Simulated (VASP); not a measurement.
The system is AsH3, in a box.

```
As H
1.0
    12.55720    0.00000    0.00000
     0.00000   13.05720    0.00000
     0.00000    0.00000   13.55720
As H
1 3
Direct
  0.52424 0.50721 0.45725
  0.52325 0.41149 0.52352
  0.54775 0.57516 0.54744
  0.40380 0.52132 0.47348
```

Base run:

| Property | Result |
| --- | --- |
| Program | VASP 6.6.1 |
| Functional | RPBE |
| Potentials or basis | VASP PAW PBE potentials, release 64 (As, H) |
| Cutoff | 400 eV |
| k mesh | 1 × 1 × 1 |
| Occupations | gaussian, width 0.01 eV |
| Spin | no spin polarisation |

Its results: gap between the frontier levels 5.92 eV; largest force 0.066 eV/Å.

Problem. After a change of settings the same cell gave: gap between the frontier levels 5.82 eV; largest force 0.048 eV/Å. Which change was it?
A. functional from RPBE to r2SCAN; dispersion from none to rVV10
B. functional from RPBE to PBEsol
C. functional from RPBE to LDA; potentials or basis from VASP PAW PBE potentials, release 64 (As, H) to VASP PAW LDA potentials, release 64 (As, H)
D. functional from RPBE to rev-vdW-DF2

Solution. D.

Caveats: the PAW data sets were made with another functional, which shifts forces and pressure a little.

Runs at the PBE level aren't shown here.
